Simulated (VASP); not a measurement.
Method: PBEsol GGA, VASP's PBE PAW potentials (set 64) (plane waves; VASP).

A VASP calculation is set up with these files.

POSCAR:
```
GeSb4Te7
4.2584770
  1.0000001036   0.0000000000   0.0000000000
 -0.5000000518   0.8660255476   0.0000000000
  0.0000000000   0.0000000000   5.4695886367
Ge Sb Te
1 4 7
Cartesian
  0.0000000000   0.0000000000   2.7347943183
  0.5000005518   0.2886748939   5.0090623113
 -0.0000005000   0.5773506537   0.4605263253
 -0.0000005000   0.5773506537   1.8845119415
  0.5000005518   0.2886748939   3.5850766951
 -0.0000005000   0.5773506537   4.6046379034
  0.5000005518   0.2886748939   0.8649507333
  1.0000001036   0.0000000000   3.9872090709
  0.0000000000   0.0000000000   1.4823795658
  0.5000005518   0.2886748939   2.3469108845
 -0.0000005000   0.5773506537   3.1226777522
 -0.5000000518   0.8660255476   0.0000000000
```

KPOINTS:
```
Automatic mesh
0
Gamma
7 7 2
0 0 0
```

**INCAR**
```
SYSTEM = GeSb4Te7
PREC = Accurate
ENCUT = 400
EDIFF = 1E-7
NELM = 100
ALGO = Normal
LREAL = .FALSE.
LASPH = .TRUE.
ISMEAR = -5
GGA = PS
LMAXMIX = 4
LWAVE = .FALSE.
LCHARG = .TRUE.
LORBIT = 11
NEDOS = 601
ISIF = 2
LEFG = .TRUE.
```

POTCAR, in this order: Ge_d Sb Te (PBE.64 set). Program: vasp_std.

Without a dispersion term in the relaxation, distances and binding between the weakly bound layers, chains or molecules are unreliable, and so is what depends on them.

Q: What does the run give for the energy per atom (σ→0)?

A: 
```yaml
energy per atom (σ→0): -4.107 eV/atom
```

File OSZICAR:
```
...
DAV:  28    -0.492782786711E+02    0.69962E-05   -0.19126E-05  1643   0.144E-02    0.276E-02
DAV:  29    -0.492782782860E+02    0.38504E-06   -0.25908E-06  1912   0.526E-03    0.258E-02
DAV:  30    -0.492782780995E+02    0.18651E-06   -0.12272E-07   992   0.195E-03    0.246E-02
DAV:  31    -0.492782778138E+02    0.28573E-06   -0.46524E-07  1462   0.241E-03    0.216E-02
DAV:  32    -0.492782782322E+02   -0.41841E-06   -0.59288E-07  1506   0.262E-03    0.286E-02
DAV:  33    -0.492782783455E+02   -0.11332E-06   -0.19199E-07  1117   0.157E-03    0.306E-02
DAV:  34    -0.492782782737E+02    0.71808E-07   -0.51659E-08   835   0.942E-04
   1 F= -.49278278E+02 E0= -.49278278E+02  d E =0.000000E+00
```

The structure comes from a computed database's GeSb4Te7 entry (P-3m1); how it stands against other phases isn't given here. It was relaxed first, which changed the volume by -7 %.
